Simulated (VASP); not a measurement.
Here is a VASP 6.6.1 calculation.

Contents of INCAR:

```
  PREC = Accurate
  ENCUT = 600
  EDIFF = 1E-6
  ISMEAR = 1
  SIGMA = 0.1
  LREAL = False
  LASPH = True
  NELM = 150
  ALGO = Normal
  ISIF = 3
  LWAVE = False
  LCHARG = False
  ISPIN = 2
  MAGMOM = 0 0 3
  LORBIT = 11
  LMAXMIX = 4
  METAGGA = R2SCAN
  LMIXTAU = True
  IVDW = 12
  VDW_S6 = 1.0
  VDW_S8 = 0.78981345
  VDW_A1 = 0.49484001
  VDW_A2 = 5.73083694
  IBRION = 2
  NSW = 60
  EDIFFG = -0.01
```

KPOINTS

```
regular mesh
0
Gamma
  7 7 7
```

The input POSCAR:

```
Sr2Fe
1.0
    0.0000000000      3.3013433500      3.3013433500
    3.3013433500      0.0000000000      3.3013433500
    3.3013433500      3.3013433500      0.0000000000
Sr Fe
2 1
Direct
    0.2500000000      0.2500000000      0.2500000000
    0.7500000000      0.7500000000      0.7500000000
    0.0000000000      0.0000000000      0.0000000000
```

Potentials or basis: VASP PAW PBE potentials, release 64 (Sr_sv, Fe).

Command:

```sh
$ cat potpaw_PBE.64/Sr_sv/POTCAR potpaw_PBE.64/Fe/POTCAR > POTCAR
$ mpirun -np 1 vasp_std > vasp.out
```

(1) Estimate the site moments.

(2) What does it give for the relaxed cell?

(3) What does it give for the band gap on the k mesh?

(4) Estimate the net moment.

Answers

(1) Sr +0.05; Fe -3.03 μB.

(2) a = 5.494 Å, b = 5.494 Å, c = 5.494 Å, α = 60.00°, β = 60.00°, γ = 60.00°.

(3) none (metal or under the smearing width).

(4) -2.66 μB per cell.
